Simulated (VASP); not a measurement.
All values below come from PBE GGA with D3 dispersion (zero damping), VASP's PBE PAW potentials (set 64) (plane waves; VASP).

VASP input:

File POSCAR:
```
BaTiO3
1.0
  3.9897154264   0.0000000000   0.0000000000
  0.0000000000   3.9897154264   0.0000000000
  0.0000000000   0.0000000000   4.1420194597
Ba Ti O
1 1 3
Cart
  0.0000000000   0.0000000000   0.0247744514
  1.9948577132   1.9948577132   2.1740931088
  1.9948577132   1.9948577132   4.0040767257
  0.0000000000   1.9948577132   2.0014958314
  1.9948577132   0.0000000000   2.0014958314
```

KPOINTS:
```
k-points along high-symmetry lines
10
Line-mode
Reciprocal
  0.000000   0.000000   0.000000 ! GAMMA
  0.000000   0.500000   0.000000 ! X

  0.000000   0.500000   0.000000 ! X
  0.500000   0.500000   0.000000 ! M

  0.500000   0.500000   0.000000 ! M
  0.000000   0.000000   0.000000 ! GAMMA

  0.000000   0.000000   0.000000 ! GAMMA
  0.000000   0.000000   0.500000 ! Z

  0.000000   0.000000   0.500000 ! Z
  0.000000   0.500000   0.500000 ! R

  0.000000   0.500000   0.500000 ! R
  0.500000   0.500000   0.500000 ! A

  0.500000   0.500000   0.500000 ! A
  0.000000   0.000000   0.500000 ! Z

  0.000000   0.500000   0.000000 ! X
  0.000000   0.500000   0.500000 ! R

  0.500000   0.500000   0.000000 ! M
  0.500000   0.500000   0.500000 ! A
```

**INCAR**
```
ALGO = Normal
EDIFF = 1E-7
ENCUT = 520
GGA = PE
ICHARG = 11
ISMEAR = 0
IVDW = 11
LASPH = .TRUE.
LCHARG = .FALSE.
LMAXMIX = 4
LORBIT = 11
LREAL = .FALSE.
LWAVE = .FALSE.
NELM = 100
PREC = Accurate
SIGMA = 0.05
SYSTEM = BaTiO3
```

POTCAR, in this order: Ba_sv Ti_sv O (PBE.64 set). Program: vasp_std. Read from the step before: CHGCAR.

### Question
What will the output report for the number of irreducible k-points (NKPTS), largest plane-wave count, number of space-group operations, FFT grid (NGX, NGY, NGZ)?

### Answer

number of irreducible k-points (NKPTS): 90
largest plane-wave count: 1811
number of space-group operations: 8
FFT grid (NGX, NGY, NGZ): 30 × 30 × 32

The compound is BaTiO3 in the tetragonal perovskite structure. It was relaxed first.
